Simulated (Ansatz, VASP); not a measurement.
# Cross-check of Ti (Titanium) between VASP and Ansatz

Aim: how closely do two programs agree when they are given the same cell, functional and k mesh?

Method: plane waves, with VASP 6.6.1 beside it; single point at r2SCAN, in Ansatz 0.2.0.

## (1) The starting structure

Symmetry: P6_3/mmc, No. 194, hexagonal system. Conventional cell: a = 2.950 Å, b = 2.950 Å, c = 4.680 Å, α = 90.00°, β = 90.00°, γ = 120.00°. Nearest to Ti lie 12 Ti at 2.89 to 2.95 Å.

## (2) VASP: single point, r2SCAN

With cell and atoms fixed, the geometry can't cause a difference; cores, projectors, grids and the points listed under the comparison can.

Lines of VASP's logs that name or quote its potential files are left out, and so is its time.

INCAR reads:

```
SYSTEM = Ti
PREC = Accurate
ENCUT = 400
EDIFF = 1E-06
NELM = 100
ISMEAR = -1
SIGMA = 0.05
LREAL = .FALSE.
ALGO = Normal
METAGGA = R2SCAN
LASPH = .TRUE.
NBANDS = 18
LORBIT = 11
LWAVE = .FALSE.
LCHARG = .TRUE.
ISIF = 2
LELF = .TRUE.
LVHAR = .TRUE.
```

POSCAR reads:

```
Ti
1.0
    2.9500000000      0.0000000000      0.0000000000
   -1.4750000000      2.5547749412      0.0000000000
    0.0000000000      0.0000000000      4.6800000000
Ti
2
Direct
    0.3333333333      0.6666666667      0.2500000000
    0.6666666667      0.3333333333      0.7500000000
```

KPOINTS reads:

```
Automatic mesh
0
Gamma
10 10 6
0 0 0
```

PAW data sets: Ti_sv (PBE family, release 64).

The run is started by

```bash
$ mpirun -np 2 vasp_std
```

Numbers of over 12 decimals in the logs are rounded to 6 here.

Log:

```text
[banner, memory and clock lines left out]
running    2 mpi-ranks, on    1 nodes
 distrk:  each k-point on    2 cores,    1 groups
 distr:  one band on    1 cores,    2 groups

 POSCAR found type information on POSCAR Ti
 POSCAR found :  1 types and       2 ions
|                                                                             |
|               ----> ADVICE to this user running VASP <----                  |
|                                                                             |
|     You enforced a specific xc type in the INCAR file but a different       |
|     [... a line on the potential file left out ...]
|     I HOPE YOU KNOW WHAT YOU ARE DOING!                                     |
|                                                                             |

 LDA part: xc-table for (None), standard interpolation
 POSCAR, INCAR and KPOINTS ok, starting setup
 FFT: planning ... GRIDC
 FFT: planning ... GRID_SOFT
 FFT: planning ... GRID
 WAVECAR not read
 entering main loop
       N       E                     dE             d eps       ncg     rms          rms(c)
DAV:   1     0.229920410012E+03    0.22992E+03   -0.11792E+04  2024   0.146E+03
DAV:   2    -0.295478464127E+01   -0.23288E+03   -0.22968E+03  2068   0.429E+02
DAV:   3    -0.332945915784E+02   -0.30340E+02   -0.30045E+02  3832   0.127E+02
DAV:   4    -0.345616173041E+02   -0.12670E+01   -0.12661E+01  2278   0.271E+01
DAV:   5    -0.346248939466E+02   -0.63277E-01   -0.63267E-01  3118   0.438E+00    0.142E+01
DAV:   6    -0.257941383226E+02    0.88308E+01   -0.16750E+01  2320   0.487E+01    0.259E+00
DAV:   7    -0.258537146202E+02   -0.59576E-01   -0.58893E-01  2494   0.613E+00    0.158E+00
DAV:   8    -0.258857885681E+02   -0.32074E-01   -0.85024E-02  2898   0.252E+00    0.325E-01
DAV:   9    -0.258873546487E+02   -0.15661E-02   -0.11138E-02  2770   0.882E-01    0.909E-02
DAV:  10    -0.258873738197E+02   -0.19171E-04   -0.32623E-04  2588   0.162E-01    0.401E-02
DAV:  11    -0.258873026610E+02    0.71159E-04   -0.10429E-04  2514   0.122E-01    0.172E-02
DAV:  12    -0.258873161031E+02   -0.13442E-04   -0.19937E-05  2238   0.479E-02    0.898E-03
DAV:  13    -0.258873143967E+02    0.17064E-05   -0.36487E-06  2238   0.208E-02    0.754E-04
DAV:  14    -0.258873146344E+02   -0.23762E-06   -0.29716E-07  1142   0.452E-03
   1 F= -.25887315E+02 E0= -.25879520E+02  d E =-.155888E-01
```

From OUTCAR (step 2):

```text
ion  position               nearest neighbor table
   1  0.333  0.667  0.250-   2 2.89   2 2.89   2 2.89   2 2.89   2 2.89   2 2.89
   2  0.667  0.333  0.750-   1 2.89   1 2.89   1 2.89   1 2.89   1 2.89   1 2.89

  LATTYP: Found a hexagonal cell.
 ALAT       =     2.9500000000
 C/A-ratio  =     1.5864406780

 Subroutine GETGRP returns: Found 24 space group operations
 (whereof 12 operations were pure point group operations)

The static configuration has the point symmetry D_3d.
 The point group associated with its full space group is D_6h.

 Found     56 irreducible k-points:

   k-points           NKPTS =     56   k-points in BZ     NKDIM =     56   number of bands    NBANDS=     18

   dimension x,y,z NGX =    20 NGY =   20 NGZ =   32
   dimension x,y,z NGXF=    40 NGYF=   40 NGZF=   64

   ENCUT  =  400.0 eV  29.40 Ry    5.42 a.u.   4.81  4.81  7.63*2*pi/ulx,y,z

   NELECT =      24.0000    total number of electrons

 k-points in reciprocal lattice and weights: Automatic mesh
   0.00000000  0.00000000  0.00000000       0.002
   0.10000000  0.00000000  0.00000000       0.010
   0.20000000  0.00000000  0.00000000       0.010
   0.30000000  0.00000000  0.00000000       0.010
   0.40000000  0.00000000  0.00000000       0.010
   0.50000000  0.00000000  0.00000000       0.005
   0.10000000  0.10000000  0.00000000       0.010
   0.20000000  0.10000000  0.00000000       0.020
   0.30000000  0.10000000  0.00000000       0.020
[...]
0.40000000  0.20000000  0.50000000       0.010
   0.30000000  0.30000000  0.50000000       0.010

 average (electrostatic) potential at core
       1 -77.1660       2 -77.1660

 E-fermi :   8.2301

 k-point     1 :       0.0000    0.0000    0.0000
  band No.  band energies     occupation
    ...
      6     -25.8689      2.00000
      7     -25.8357      2.00000
      8     -25.8356      2.00000
      9       1.6823      2.00000
     10       5.4206      2.00000
     11       8.7443      0.00007
     12       9.0981      0.00000
     13       9.0981      0.00000
     14       9.1835      0.00000
     15       9.6123      0.00000
    ...

 k-point     2 :       0.1000    0.0000    0.0000
  band No.  band energies     occupation
    ...
      6     -25.8815      2.00000
      7     -25.8779      2.00000
      8     -25.8415      2.00000
      9       1.9682      2.00000
     10       5.6395      2.00000
     11       8.3245      0.26304
     12       8.6655      0.00033
     13       9.2988      0.00000
     14       9.4304      0.00000
     15       9.5393      0.00000
    ...

 k-point     3 :       0.2000    0.0000    0.0000
  band No.  band energies     occupation
    ...
      8     -25.8581      2.00000
      9       2.7736      2.00000
     10       6.1560      2.00000
     11       7.5662      2.00000
     12       8.0677      1.92521
     13       9.1370      0.00000
     14       9.5476      0.00000
     15       9.5596      0.00000
     16       9.8651      0.00000
     17       9.9787      0.00000
    ...

  Total       -0.4556534     -0.4556534     -0.5890453      0.0000000      0.0000000      0.0000000
  in kB      -20.6978250    -20.6978250    -26.7570830      0.0000000      0.0000000      0.0000000
  external PRESSURE =     -22.7175777 kB  Pullay stress =       0.0000000 kB

  energy-cutoff  :      400.00
  volume of cell :       35.27
      direct lattice vectors                 reciprocal lattice vectors
     2.950000000  0.000000000  0.000000000     0.338983051  0.195711956  0.000000000
    -1.475000000  2.554774941  0.000000000     0.000000000  0.391423911  0.000000000
     0.000000000  0.000000000  4.680000000     0.000000000  0.000000000  0.213675214

 POSITION                                       TOTAL-FORCE (eV/Angst)
 -----------------------------------------------------------------------------------
     -0.00000      1.70318      1.17000         0.000000     -0.000000      0.000000
      1.47500      0.85159      3.51000        -0.000000      0.000000      0.000000
 -----------------------------------------------------------------------------------
    total drift:                               -0.000000      0.000000     -0.000000

  FREE ENERGIE OF THE ION-ELECTRON SYSTEM (eV)
  ---------------------------------------------------
  free  energy   TOTEN  =       -25.8873146344 eV

  energy  without entropy=      -25.8717258739  energy(sigma->0) =      -25.87952025

 total charge
# of ion       s       p       d       tot
------------------------------------------
    1        2.242   6.135   1.819  10.195
    2        2.242   6.135   1.819  10.195
--------------------------------------------------
tot          4.484  12.270   3.638  20.391

[... 3 further parts left out ...]
```

At this level the cell is under a tension of 2.3 GPa, so at these settings it is away from equilibrium.

## (3) Ansatz: single point, r2SCAN

Ansatz runs on its default PAW (the set named soft_2) files.

The same cell, functional, mesh and smearing now go to Ansatz, which takes its cutoff from its data sets.

input.yaml reads:

```yaml
crystal:
  lattice:
    - [2.95, 0.0, 0.0]
    - [-1.475, 2.5547749412, 0.0]
    - [0.0, 0.0, 4.68]
  atoms:
    - { symbol: Ti, position: [0.3333333333, 0.6666666667, 0.25] }
    - { symbol: Ti, position: [0.6666666667, 0.3333333333, 0.75] }
hamiltonian:
  xc: r2scan
  pseudopotentials: { kind: paw }
kpoints:
  mp_grid: { grid: [10, 10, 6] }
scf:
  occupations: { method: fermi_dirac, width: 0.05 }
  n_extra_bands: 4
output:
  forces: true
  stress: true
  eigenvalues: true
```

The run is started by

```bash
$ ansatz run input.yaml --threads 2 --pin off --max-ram 4608MiB --backend cpu --events-out ev --progress --plain --runs-dir out
```

Log:

```text
scf.n_extra_bands = 4 over 12 filled bands (N_el = 24.0): the run solves 16 bands
Engine: ansatz 0.2.0, aarch64-unknown-linux-gnu
Pseudopotentials: kind: paw
Pseudopotential: Ti, paw, valence charge 12, recommended cutoff 500 eV (meta_gga), Ti.paw.azcp
Functional definition: r2SCAN
  parameter k0 = 0.174
  parameter k1 = 0.065
  parameter a1 = 4.9479
  exchange = r2scan_x(k0 = k0, k1 = k1, a1 = a1)
  correlation = r2scan_c
Crystal: 2 atoms, lattice volume = 35.271 Å³
Basis set: ecut = 500 eV, 929 PW (Γ), exchange–correlation on 96×96×144 points (64 copies of the dense FFT grid, shifted against one another)
Bands: 16, of which v1, the nominal top of the filled ones, is band 12 counted from 1 (11 counted from 0)
Symmetry: 24 space group operations
Space group: P63/mmc (ITA 194), of the structure as read, at distance tolerance 3.3e-5 Å
k-points: 56 of 600
Non-local potential: Ti, projectors of the file, l = 0: 3, l = 1: 2, l = 2: 3, l = 3: 1
PAW form: soft (Blöchl's): semilocal exchange-correlation on the pseudo side does not see the compensation charge
PAW frozen core: Ti, regenerated for the run's functional (the file was generated under x = pbe(κ = 0.804, μ = 0.219515), c = pbe(β = 0.066725))
PAW one-centre angular grid: Ti, 590 points (default); XC on 160 Gauss nodes
Initial density: superposition of atomic densities (neutral atoms: chi_scale 0, normalization atom), corrected by the library's trained network
Initial wavefunctions: pseudopotential atomic-orbital guess
Functional: x = r2scan, c = r2scan; τ floored in thin density (d = 2e-4 eV/Å³)
SCF iter   1: F=—  HF=-5008.702369 eV  |F-HF|=—  |Δ(HF+E_count)|=         —  Δρ=1.68e-2  dr2=8.98e-2  dr2_τ=1.49e-2  ethr=1.77e-3  ⟨swp⟩=4.1  Hψ=3675  notcnv=0
preconditioner: auto → none  [metal: Δε(μ)=0.030 eV  Ē_g=3.111 eV  σ=0.050 eV  W_gap=0.15  n_scr=8 (ndim 8)  ℏωp=17.7 eV  f_vac=0.000  D(μ)=1.89/eV (n_scr^D=22)  sad-step TF]
SCF iter   2: F=—  HF=-5008.740393 eV  |F-HF|=—  |Δ(HF+E_count)|=   3.80e-2  Δρ=5.84e-3  dr2=1.05e-2  dr2_τ=8.47e-4  ethr=3.74e-4  ⟨swp⟩=2.9  Hψ=2140  notcnv=0
SCF iter   3: F=—  HF=-5008.740647 eV  |F-HF|=—  |Δ(HF+E_count)|=   2.54e-4  Δρ=1.61e-3  dr2=3.83e-4  dr2_τ=1.02e-4  ethr=4.37e-5  ⟨swp⟩=2.9  Hψ=1700  notcnv=0
SCF iter   4: F=—  HF=-5008.741244 eV  |F-HF|=—  |Δ(HF+E_count)|=   5.97e-4  Δρ=3.49e-4  dr2=1.65e-5  dr2_τ=2.20e-6  ethr=1.59e-6  ⟨swp⟩=2.0  Hψ=1650  notcnv=0
SCF iter   5: F=—  HF=-5008.741270 eV  |F-HF|=—  |Δ(HF+E_count)|=   2.56e-5  Δρ=2.40e-5  dr2=1.17e-7  dr2_τ=1.15e-8  ethr=6.89e-8  ⟨swp⟩=2.0  Hψ=1446  notcnv=0
SCF iter   6: F=-5008.741270 eV  HF=-5008.741270 eV  |F-HF|=1.43e-10  |Δ(HF+E_count)|=   2.72e-8  Δρ=4.96e-6  dr2=4.76e-9  dr2_τ=3.84e-10  ethr=4.17e-10  ⟨swp⟩=5.0  Hψ=3583  notcnv=0
SCF 1 converged in 6 iterations: F = -5008.741270 eV  dr2 = 4.76e-9
  greatest PAW one-centre occupation: 1.000 electrons in one spin orbital (limit 2), on the Ti atom at site 1 (counted from 0), in its partial waves of l = 1
SCF converged after 6 iterations
Free energy (F): -5008.741270 eV
Harris-Foulkes:  -5008.741270 eV  (|F-HF|=1.43e-10)
Internal energy: -5008.725630 eV  (E = F + TS)
E sigma→0 (E₀):  -5008.733450 eV
Entropy (-TS):   -0.015640 eV (-7.820 meV/atom)
Fermi energy:    13.163183 eV
--- Per-component energies (eV) ---
  E_band       = -347.694015
  E_kinetic    = 543.802056
  E_local      = -1635.337705  (includes V_loc(G=0)·N_el)
  E_nonlocal   = 14.384915
  E_hartree    = 667.971371
  E_xc         = -185.390160
  E_vxc        = -264.950482  (∫ρ·V_xc dr)
  E_paw        = -2113.170502  (= ΣΔE_a)
  E_vpaw       = -359.756410  (= ΣTr[D̂ρ^β])
  E_aug_tail   = 0.000175  (compensation charges beyond the density's cutoff)
  E_vtau       = 18.218071  (kinetic-family band-sum trace: ∫τ·v_τ [+ j·A + Jᵃ·Aᵃ] dr)
  E_ewald      = -2300.478866
  E_core_change = -0.506914  (= ΣΔE_core)
  E_smearing   = -0.015640  (= −TS)
  E_closure    = 0.000000  (closes the sum)
  Σ components = -5008.741270   (vs F -5008.741270, Δ=0.00e0)
--- Forces (eV/Å), atoms counted from 1 ---
  atom   1  Ti     0.00000000     0.00000000    -0.00000000
  atom   2  Ti     0.00000000    -0.00000000     0.00000000
  max |Σ_I F_I| component: 0.00e0 eV/Å
--- Stress (GPa, compression-positive) ---
       -1.879576      -0.000000       0.000000
        0.000000      -1.879576      -0.000000
        0.000000      -0.000000      -2.501547
  P = ⅓ Tr σ = -2.0869 GPa (-20.869 kbar)
--- Band table (eV; the first three rows and the last of 56) ---
  k-point 0: bands = [... 8 lower, 6.5638, 10.3478, 13.6834, 14.0268, 14.0268, 14.1161, 14.5408, 14.5408]
  k-point 1: bands = [... 8 lower, 6.8044, 10.1826, 13.3715, 13.9397, 13.9397, 13.9793, 14.4190, 14.4190]
  k-point 2: bands = [... 8 lower, 7.4891, 9.5340, 13.0630, 13.6267, 13.8677, 13.8677, 14.1634, 14.1634]
  k-point 55: bands = [... 8 lower, 11.5813, 11.5813, 12.3604, 12.3604, 12.8247, 12.8247, 14.9634, 14.9634]
```

Elapsed: 2.4 s, on 2 threads of Arm Neoverse V2, shared host; peak memory 0.4 GiB; 4.2 s of CPU time.

In the SCF lines HF is the Harris–Foulkes energy and dr2 the Hartree energy of the density residual, in eV; the loop may stop once dr2 is under the threshold and the program's other checks hold. Hψ counts applications of the Hamiltonian.

The run ends at a pressure of -2.09 GPa.

## (4) Side by side

Known differences besides the potentials themselves: VASP keeps PBE cores, Ansatz makes them for the functional; the cutoff is 500 eV in Ansatz and 400 eV in VASP. Total energies have different zeros and are not compared.

Both answers:

```csv
quantity,Ansatz,VASP,difference
pressure (GPa),-2.09,-2.27,+0.18
pressure without Ansatz's Pulay correction (GPa),-2.18,-2.27,+0.09
```

Ansatz's pressure holds a Pulay correction of 0.09 GPa; VASP's holds none.

## (5) What came out

```json
{"difference in pressure (single point, r2SCAN)": "0.18 GPa"}
```

The difference in pressure is 0.18 GPa (single point, r2SCAN), within the 1 GPa picked in this series as the mark of a large difference. Such differences can come from data sets, numerical settings and the points named under the comparisons, not from the functional's error against experiment.

[Lines on the potential files, build, host, timing and source positions are cut from VASP's logs without a mark.]

[Logs are printed without paths, hosts, clocks, repeated set-up lines and the standing remarks that a program may print on its own settings, such as how far it seeks lower states.]

[Hosts, paths, dates, database ids (printed as entryN), source tags and the programs' standing remarks are cut or masked in the printed files.]
